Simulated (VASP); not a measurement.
A run of VASP 6.6.1:

Contents of INCAR:

```
SYSTEM = Zn2Ge3
PREC = Accurate
ENCUT = 520
EDIFF = 1E-7
ISMEAR = 0
SIGMA = 0.1
LREAL = .FALSE.
LASPH = .TRUE.
NELM = 100
ALGO = Fast
ISIF = 2
LWAVE = .FALSE.
LCHARG = .FALSE.
GGA = PE
NBANDS = 41
```

Contents of KPOINTS:

```
Automatic mesh
0
G
  4 4 4
  0 0 0
```

The input POSCAR:

```
Zn2Ge3
1.0
    4.6502358200      0.0000000000      0.0000000000
    0.0000000000      4.6502358200      0.0000000000
    0.0000000000      0.0000000000      4.6502358200
Zn Ge
2 3
Direct
    0.0000000000      0.0000000000      0.0000000000
    0.5000000000      0.5000000000      0.5000000000
    0.5000000000      0.0000000000      0.0000000000
    0.0000000000      0.5000000000      0.0000000000
    0.0000000000      0.0000000000      0.5000000000
```

Potentials or basis: VASP PAW PBE potentials, release 64 (Zn, Ge_d).

Run with:

```sh
$ cat potpaw_PBE.64/Zn/POTCAR potpaw_PBE.64/Ge_d/POTCAR > POTCAR
$ mpirun -np 1 vasp_std > vasp.out
```

Hardware: 1 thread of Intel(R) Xeon(R) Platinum 8488C (Sapphire Rapids), with other jobs on the host.

Task: Estimate the wall time of this run.

Result: Run time: 40 s on 1 thread of Intel(R) Xeon(R) Platinum 8488C (Sapphire Rapids), with other jobs on the host, peak memory 0.21 GiB. Counts: scf iterations 16, k points 10.
